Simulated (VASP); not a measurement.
Input for VASP

INCAR:
```
! general
SYSTEM =PbTe
PREC   =Accurate
ENCUT  =480
LREAL  =.False.
LASPH  =.True.   ! aspherical one-centre terms

! electronic loop
EDIFF  =1E-7   ! SCF stop (eV)
NELM   =100
ALGO   =Normal   ! blocked Davidson
LMAXMIX=4

! smearing
ISMEAR =0
SIGMA  =0.05   ! width (eV)

! functional
GGA    =PE   ! PBE

! ions
ISIF   =2   ! forces and stress, cell fixed

! output
LWAVE  =.False.
LCHARG =.False.
```

**POSCAR**
```
PbTe
1
    0.0000000000     3.3310950660     3.3310950660
    3.3310950660     0.0000000000     3.3310950660
    3.3310950660     3.3310950660     0.0000000000
Te Pb
1 1
Direct
  0.5000000000   0.5000000000   0.5000000000
  0.0000000000   0.0000000000   0.0000000000
```

KPOINTS:
```
kpoints
0
Gamma
  6 6 6
0 0 0
```

POTCAR, in this order: Te Pb_d (PBE.64 set). Program: vasp_std.

Write an equivalent input for Quantum ESPRESSO's pw.x.

One equivalent input (not run):
```
&CONTROL
  calculation = 'scf'
  pseudo_dir = './pseudo'
  outdir = './out'
  tprnfor = .true.
  tstress = .true.
/
&SYSTEM
  ibrav = 0
  nat = 2
  ntyp = 2
  ecutwfc = 82.3
  occupations = 'smearing'
  smearing = 'gaussian'
  degauss = 0.003675
  input_dft = 'pbe'
/
&ELECTRONS
  conv_thr = 7.3e-09
  electron_maxstep = 100
/
ATOMIC_SPECIES
  Te 127.600 Te.upf
  Pb 207.200 Pb.upf
CELL_PARAMETERS angstrom
     0.0000000    3.3310951    3.3310951
     3.3310951    0.0000000    3.3310951
     3.3310951    3.3310951    0.0000000
ATOMIC_POSITIONS crystal
  Te   0.5000000  0.5000000  0.5000000
  Pb   0.0000000  0.0000000  0.0000000
K_POINTS automatic
  6 6 6 0 0 0
```
Limits of the translation: the potentials are each code's own (VASP's PAW set, PseudoDojo norm-conserving files in pw.x), so ENCUT and ecutwfc are chosen apart and not converted; conv_thr bounds pw.x's estimated SCF error, while EDIFF bounds the energy change between steps.

The compound is PbTe in the rock salt structure. This cell was strained or had an atom moved on purpose.
